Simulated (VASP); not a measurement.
VASP ran on this input.

INCAR:
```
SYSTEM = CdMg3Te4
PREC = Accurate
ENCUT = 400
EDIFF = 1E-6
NELM = 100
ALGO = Normal
LREAL = .FALSE.
LASPH = .TRUE.
ISMEAR = 0
SIGMA = 0.05
GGA = PE
LMAXMIX = 4
LWAVE = .FALSE.
LCHARG = .TRUE.
```

POSCAR:
```
CdMg3Te4
6.5289840
  1.0000000417   0.0000000000   0.0000000000
  0.0000000000   1.0000000417   0.0000000000
  0.0000000000   0.0000000000   1.0000000417
Mg Te Cd
3 4 1
Cart
  0.0000000000   0.0000000000   0.0000000000
  0.5000000208   0.5000000208   0.0000000000
  0.5000000208   0.0000000000   0.5000000208
  0.2532747408   0.2467252801   0.2467252801
  0.7467253009   0.7532747616   0.2467252801
  0.7467253009   0.2467252801   0.7532747616
  0.2532747408   0.7532747616   0.7532747616
  0.0000000000   0.5000000208   0.5000000208
```

### KPOINTS
```
Automatic mesh
0
Gamma
3 3 3
0 0 0
```

POTCAR, in this order: Mg Te Cd (PBE.64 set). Program: vasp_std.

### Question
Write an equivalent input for Quantum ESPRESSO's pw.x.

### Answer
One equivalent input (not run):
```
&CONTROL
  calculation = 'scf'
  pseudo_dir = './pseudo'
  outdir = './out'
  tprnfor = .true.
  tstress = .true.
/
&SYSTEM
  ibrav = 0
  nat = 8
  ntyp = 3
  ecutwfc = 102
  occupations = 'smearing'
  smearing = 'gaussian'
  degauss = 0.003675
  input_dft = 'pbe'
/
&ELECTRONS
  conv_thr = 7.3e-08
  electron_maxstep = 100
/
ATOMIC_SPECIES
  Mg 24.305 Mg.upf
  Te 127.600 Te.upf
  Cd 112.414 Cd.upf
CELL_PARAMETERS angstrom
     6.5289843    0.0000000    0.0000000
     0.0000000    6.5289843    0.0000000
     0.0000000    0.0000000    6.5289843
ATOMIC_POSITIONS crystal
  Mg   0.0000000  0.0000000  0.0000000
  Mg   0.5000000  0.5000000  0.0000000
  Mg   0.5000000  0.0000000  0.5000000
  Te   0.2532747  0.2467253  0.2467253
  Te   0.7467253  0.7532747  0.2467253
  Te   0.7467253  0.2467253  0.7532747
  Te   0.2532747  0.7532747  0.7532747
  Cd   0.0000000  0.5000000  0.5000000
K_POINTS automatic
  3 3 3 0 0 0
```
Limits of the translation: the potentials are each code's own (VASP's PAW set, PseudoDojo norm-conserving files in pw.x), so ENCUT and ecutwfc are chosen apart and not converted; conv_thr bounds pw.x's estimated SCF error, while EDIFF bounds the energy change between steps.

The structure was generated: CdMg3Te4 was put into an ordered model structure (P-43m), which need not be its known phase. It was relaxed first.
